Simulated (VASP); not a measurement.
OSZICAR of a VASP run on Si (diamond):

**OSZICAR**
```
       N       E                     dE             d eps       ncg     rms          rms(c)
DAV:   1    -0.780673901588E+00   -0.78067E+00   -0.32791E+03   464   0.784E+02
DAV:   2    -0.184490599950E+02   -0.17668E+02   -0.16501E+02   728   0.838E+01
DAV:   3    -0.187125488433E+02   -0.26349E+00   -0.26349E+00   584   0.124E+01
DAV:   4    -0.187138039571E+02   -0.12551E-02   -0.12551E-02   728   0.894E-01
DAV:   5    -0.187138098710E+02   -0.59138E-05   -0.59138E-05   608   0.340E-02    0.604E+00
DAV:   6    -0.175419454849E+02    0.11719E+01   -0.14830E-01   560   0.307E+00    0.424E+00
DAV:   7    -0.185000622486E+02   -0.95812E+00   -0.63264E-01   496   0.411E+00    0.835E-01
DAV:   8    -0.175434086203E+02    0.95665E+00   -0.15060E-01   488   0.278E+00    0.436E-01
DAV:   9    -0.175173294388E+02    0.26079E-01   -0.65955E-02   512   0.217E+00    0.311E-01
DAV:  10    -0.175466074986E+02   -0.29278E-01   -0.26706E-02   464   0.153E+00    0.811E-02
DAV:  11    -0.175468836168E+02   -0.27612E-03   -0.31953E-04   712   0.171E-01    0.476E-02
DAV:  12    -0.175469006161E+02   -0.16999E-04   -0.17930E-04   488   0.170E-01    0.389E-02
DAV:  13    -0.175468732310E+02    0.27385E-04   -0.85834E-05   504   0.133E-01    0.189E-02
DAV:  14    -0.175469124847E+02   -0.39254E-04   -0.19008E-05   512   0.541E-02    0.110E-02
DAV:  15    -0.175469124528E+02    0.31882E-07   -0.12204E-06   592   0.152E-02
   1 F= -.17546912E+02 E0= -.17546912E+02  d E =-.175469E+02
       N       E                     dE             d eps       ncg     rms          rms(c)
DAV:   1    -0.175471815338E+02   -0.26905E-03   -0.17185E-02   552   0.765E-01    0.140E-01
DAV:   2    -0.175470455292E+02    0.13600E-03   -0.54375E-04   600   0.174E-01    0.889E-02
DAV:   3    -0.175469334338E+02    0.11210E-03   -0.19395E-04   504   0.125E-01    0.255E-02
DAV:   4    -0.175469883149E+02   -0.54881E-04   -0.24331E-05   552   0.423E-02    0.248E-02
DAV:   5    -0.175469512571E+02    0.37058E-04   -0.13448E-05   520   0.407E-02    0.188E-02
DAV:   6    -0.175469863875E+02   -0.35130E-04   -0.15903E-05   464   0.419E-02    0.215E-03
DAV:   7    -0.175469873352E+02   -0.94768E-06   -0.14130E-06   504   0.143E-02
   2 F= -.17546987E+02 E0= -.17546987E+02  d E =-.748824E-04
       N       E                     dE             d eps       ncg     rms          rms(c)
DAV:   1    -0.175472414154E+02   -0.25503E-03   -0.38482E-03   552   0.363E-01    0.667E-02
DAV:   2    -0.175472136934E+02    0.27722E-04   -0.12036E-04   584   0.845E-02    0.420E-02
DAV:   3    -0.175471890419E+02    0.24652E-04   -0.44063E-05   488   0.616E-02    0.121E-02
DAV:   4    -0.175472031875E+02   -0.14146E-04   -0.60169E-06   536   0.225E-02    0.118E-02
DAV:   5    -0.175472017488E+02    0.14387E-05   -0.23184E-06   488   0.125E-02    0.108E-02
DAV:   6    -0.175472061282E+02   -0.43794E-05   -0.33075E-06   464   0.137E-02    0.700E-04
DAV:   7    -0.175472060163E+02    0.11193E-06   -0.16161E-07   232   0.456E-03
   3 F= -.17547206E+02 E0= -.17547206E+02  d E =-.293563E-03
```

Problem. Which electronic solver shows in the log?

Solution. It is blocked Davidson (ALGO = Normal, or the opening steps of other solvers). The INCAR had ALGO = Normal.

Problem. Can the final energy be trusted as converged?

Solution. Self-consistency was reached. It stopped with EDIFF = 1E-6, NELM = 100, NSW = 60 and EDIFFG = -0.01 after 3 ionic steps (r2SCAN meta-GGA, plane waves, VASP's PBE PAW potentials (set 64)).

The compound is Si in the diamond structure. This run relaxes it. Symmetry was kept, so distortions that lower it aren't found.
